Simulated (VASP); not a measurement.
Given:

```
HfSi
1.0
    6.86568     0.00000     0.00000
    0.00000     3.76358     0.00000
    0.00000     0.00000     5.22553
Hf Si
4 4
Direct
  0.67519   0.25000   0.37451
  0.32481   0.75000   0.62549
  0.82481   0.75000   0.87451
  0.17519   0.25000   0.12549
  0.54309   0.25000   0.86033
  0.45691   0.75000   0.13967
  0.95691   0.75000   0.36033
  0.04309   0.25000   0.63967
```

Computed with r2SCAN meta-GGA, VASP's PBE PAW potentials (set 64) (plane waves; VASP). Run with 400 eV cut-off, 5×9×7 Γ-centred mesh, tetrahedra with Blöchl corrections, potentials Hf_pv Si.

Q: Give the energies of bands 19 to 32 at the high-symmetry points, in eV from the Fermi level.

A: 
```tsv
band	Γ	X	S	Y	Z	U	R	T
19	-4.61	-3.50	-4.40	-4.50	-3.79	-3.71	-5.42	-4.72
20	-4.08	-3.50	-4.40	-4.50	-3.79	-3.71	-5.42	-4.72
21	-3.01	-3.08	-3.45	-3.48	-3.29	-3.60	-2.98	-3.41
22	-2.95	-3.08	-3.45	-3.48	-3.29	-3.60	-2.98	-3.41
23	-2.68	-2.71	-3.45	-2.86	-1.90	-2.85	-2.98	-3.06
24	-2.50	-2.71	-3.45	-2.86	-1.90	-2.85	-2.98	-3.06
25	-0.85	-0.97	-2.22	-2.25	-1.32	-1.31	-1.82	-0.92
26	-0.59	-0.97	-2.22	-2.25	-1.32	-1.31	-1.82	-0.92
27	-0.30	-0.63	-2.22	-1.95	-0.29	-0.83	-1.82	-0.58
28	-0.24	-0.63	-2.22	-1.95	-0.29	-0.83	-1.82	-0.58
29	0.37	0.04	3.12	2.22	0.92	0.56	2.01	-0.06
30	0.69	0.04	3.12	2.22	0.92	0.56	2.01	-0.06
31	0.96	1.12	3.12	2.62	0.98	1.35	2.01	0.89
32	1.31	1.12	3.12	2.62	0.98	1.35	2.01	0.89
```

It has no gap at this level: it comes out as a metal or semimetal.

The structure comes from a computed database's HfSi entry (Pnma); how it stands against other phases isn't given here. It was relaxed first.
